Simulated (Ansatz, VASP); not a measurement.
# Two plane-wave programs on HfZrSe4

```xyz
6
Lattice="0.0000 3.9722 3.9722 3.9722 0.0000 3.9722 3.9722 3.9722 0.0000" Properties=species:S:1:pos:R:3 pbc="T T T"
Zr    0.0000    0.0000    0.0000
Hf    5.9582    5.9582    5.9582
Se    4.9649    4.9649    2.9794
Se    2.9794    4.9649    4.9649
Se    2.9794    2.9794    2.9794
Se    4.9649    2.9794    4.9649
```

Change from the starting cell: species swapped into the ErInCo4 type (F-43m, No. 216).

Alike in both runs: functional PBE; k mesh 8 × 8 × 8; occupations gaussian, width 0.1 eV; no spin polarisation.

Ansatz relaxed the structure, and its values are those at the end. VASP's run is a single point on that final structure, the one shown.

```csv
,VASP,Ansatz
version,VASP 6.6.1,Ansatz 0.2.0
potentials or method,"VASP PAW PBE potentials, release 64 (Zr_sv, Hf_pv, Se)","scalar-relativistic, plane waves, PAW"
plane-wave cutoff (eV),520,420
valence electrons in the cell,46,102
```

VASP gave:

```
gap on the k mesh at the Fermi level (eV) : none
pressure (GPa)                            : -0.1
```

Problem. Estimate Ansatz's values.

Solution. gap on the k mesh at the Fermi level (eV): none; pressure (GPa): 0.0.

A gap of «none» marks a metal or a gap that the smearing closes. The two sets of potentials don't hold the same shells in valence.

The runs have no spin-orbit coupling, so splittings on Hf are missing.
